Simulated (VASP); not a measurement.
Here is the system:

```yaml
crystal:
  lattice:
    - [0.00000, 1.93057, 1.93057]
    - [1.93057, 0.00000, 1.93057]
    - [1.93057, 1.93057, 0.00000]
  atoms:
    - { symbol: Pd, position: [0.00000, 0.00000, 0.00000] }
```

All values below come from PBE GGA, VASP's PBE PAW potentials (set 64) (plane waves; VASP). Numerical set-up: 520 eV cut-off, 16×16×16 Γ-centred mesh, first-order Methfessel-Paxton smearing of 0.10 eV, potentials Pd.

### Question
Estimate the energy per atom (σ→0), pressure, band gap (on the k-mesh) with the smallest direct gap where there is one.

### Answer

```
Property                                                     Value
------------------------  ----------------------------------------
band gap (on the k-mesh)  none (metal, semimetal or under 0.01 eV)
energy per atom (σ→0)                               -5.184 eV/atom
pressure                                                121.9 kbar
```

The absolute energy has meaning only against runs of the same code, potentials and settings.

The compound is Pd in the fcc structure. This cell is one point of a volume scan, at 0.94 of the reference volume.
